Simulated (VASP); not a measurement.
VASP runs on Nb (space group Im-3m) share one base input (PBE GGA, plane waves, VASP's PBE PAW potentials (set 64)) and change the settings named in each case.

POSCAR:
```
Nb
1
   -1.6339950000     1.6339950000     1.6339950000
    1.6339950000    -1.6339950000     1.6339950000
    1.6339950000     1.6339950000    -1.6339950000
Nb
1
Direct
  0.0000000000   0.0000000000   0.0000000000
```

**KPOINTS**
```
Automatic mesh
0
Gamma
11 11 11
0 0 0
```

**INCAR**
```
# general
SYSTEM   =  Nb
PREC     =  Accurate
ENCUT    =  300   # plane-wave cut-off (eV)
LREAL    =  .FALSE.   # projection in real space or not
LASPH    =  .TRUE.   # aspherical one-centre terms

# electronic loop
EDIFF    =  1E-6   # SCF stop (eV)
NELM     =  100   # most electronic steps
ALGO     =  Normal
LMAXMIX  =  4

# smearing
ISMEAR   =  0   # Gaussian
SIGMA    =  0.05

# functional
GGA      =  PE

# ions
ISIF     =  2

# output
LWAVE    =  .FALSE.
LCHARG   =  .FALSE.
```

POTCAR, in this order: Nb_sv (PBE.64 set). Program: vasp_std.

```
change                                                                                                  E(σ→0) (eV/atom)  pressure (GPa)  −TS (eV)
------------------------------------------------------------------------------------------------------  ----------------  --------------  --------
base run                                                                                                        -10.1722            6.32   -0.0033
GGA = PS                                                                                                        -10.9219             [?]   -0.0033
GGA_COMPAT = .FALSE., LNONCOLLINEAR = .TRUE., LSORBIT = .TRUE., MAGMOM = 0.0 0.0 0.0, program vasp_ncl          -10.2581             [?]       [?]
KPOINTS 4×4×4 Γ-centred mesh                                                                                    -10.1895           10.72   -0.0052
```

**Question.** Fill in the missing entries.

**Answer.** 
- GGA = PS, pressure (GPa): -0.05
- GGA_COMPAT = .FALSE., LNONCOLLINEAR = .TRUE., LSORBIT = .TRUE., MAGMOM = 0.0 0.0 0.0, program vasp_ncl, pressure (GPa): 6.28
- GGA_COMPAT = .FALSE., LNONCOLLINEAR = .TRUE., LSORBIT = .TRUE., MAGMOM = 0.0 0.0 0.0, program vasp_ncl, −TS (eV): -0.0032

Energies of different potentials or functionals have different zeros.  At 300 eV the pressure can carry a Pulay error.

Left out are runs that ran out of time, are held back, or changed the cell or the kind of run, fixed moments of cells without a moment, rows past the twelfth, gaps on odd meshes, pressures of charged cells and columns that move by less than the noise.

The structure is a typed Nb crystal (Im-3m). The cell was not relaxed at this level, its lattice was scaled by up to 2.5 %.
